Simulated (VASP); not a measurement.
Input:

```yaml
crystal:
  lattice:
    - [0.00000, 3.05639, 3.05639]
    - [3.05639, 0.00000, 3.05639]
    - [3.05639, 3.05639, 0.00000]
  atoms:
    - { symbol: Li, position: [0.25000, 0.25000, 0.25000] }
    - { symbol: Li, position: [0.75000, 0.75000, 0.75000] }
    - { symbol: Se, position: [0.00000, 0.00000, 0.00000] }
```

Method: vdW-DF-cx, VASP's PBE PAW potentials (set 64) (plane waves; VASP). Settings: 520 eV cut-off, 7×7×7 Γ-centred mesh, Gaussian smearing of 0.050 eV, potentials Li_sv Se.

### Question
Estimate the energy per atom (σ→0), pressure.

### Answer

| Quantity | Result |
|---|---|
| energy per atom (σ→0) | -2.604 eV/atom |
| pressure | -1.78 GPa |

Only differences to runs with the same potentials and settings are physical.

The compound is Li2Se in the antifluorite structure. This cell is one point of a volume scan, at 1.06 of the reference volume.
